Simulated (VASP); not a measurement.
OSZICAR of a VASP run on FePt (L1_0):

File OSZICAR:
```
       N       E                     dE             d eps       ncg     rms          rms(c)
DAV:   1     0.968018676435E+02    0.96802E+02   -0.87623E+03 13392   0.133E+03
DAV:   2    -0.871470446969E+01   -0.10552E+03   -0.94580E+02 13429   0.256E+02
DAV:   3    -0.119765715740E+02   -0.32619E+01   -0.31630E+01 16138   0.544E+01
DAV:   4    -0.120108345093E+02   -0.34263E-01   -0.34274E-01 15070   0.475E+00
DAV:   5    -0.120117388402E+02   -0.90433E-03   -0.90545E-03 16852   0.879E-01    0.166E+01
DAV:   6    -0.130154938963E+02   -0.10038E+01   -0.12976E+01 13826   0.807E+01    0.227E+01
DAV:   7    -0.107512925703E+02    0.22642E+01   -0.93517E+00 16516   0.789E+01    0.878E+00
DAV:   8    -0.106993682154E+02    0.51924E-01   -0.42933E-01 15383   0.101E+01    0.422E+00
DAV:   9    -0.106198210663E+02    0.79547E-01   -0.13674E-01 19037   0.774E+00    0.169E+00
DAV:  10    -0.106110453468E+02    0.87757E-02   -0.29084E-02 20035   0.320E+00    0.639E-01
DAV:  11    -0.106104964330E+02    0.54891E-03   -0.15985E-03 17757   0.631E-01    0.251E-01
DAV:  12    -0.106102843522E+02    0.21208E-03   -0.23086E-04 17773   0.231E-01    0.612E-02
DAV:  13    -0.106103030944E+02   -0.18742E-04   -0.33990E-05 16980   0.112E-01    0.354E-02
DAV:  14    -0.106103038340E+02   -0.73959E-06   -0.42591E-06 18546   0.455E-02    0.125E-02
DAV:  15    -0.106103057710E+02   -0.19370E-05   -0.20144E-06 17661   0.342E-02    0.322E-03
DAV:  16    -0.106103052678E+02    0.50321E-06   -0.20572E-07  9040   0.669E-03    0.167E-03
DAV:  17    -0.106103046153E+02    0.65247E-06   -0.48982E-08  7453   0.259E-03    0.124E-03
DAV:  18    -0.106103049610E+02   -0.34567E-06   -0.14771E-08  6963   0.310E-03    0.313E-04
DAV:  19    -0.106103049740E+02   -0.12999E-07   -0.30046E-09  6886   0.658E-04
   1 F= -.10610305E+02 E0= -.10610305E+02  d E =0.000000E+00  mag=     3.1869
```

### Question
Which electronic solver shows in the log?

### Answer
It is blocked Davidson (ALGO = Normal, or the opening steps of other solvers). The INCAR had ALGO = Normal.

### Question
How was spin treated?

### Answer
Collinear spin (ISPIN = 2): the summary line carries one mag value, 3.19 μB in the cell.

### Question
Can the final energy be trusted as converged?

### Answer
The run converged. It stopped with EDIFF = 1E-7, NELM = 100 (rev-vdW-DF2, plane waves, VASP's PBE PAW potentials (set 64)).

The compound is FePt in the L1_0 structure. It was relaxed first.
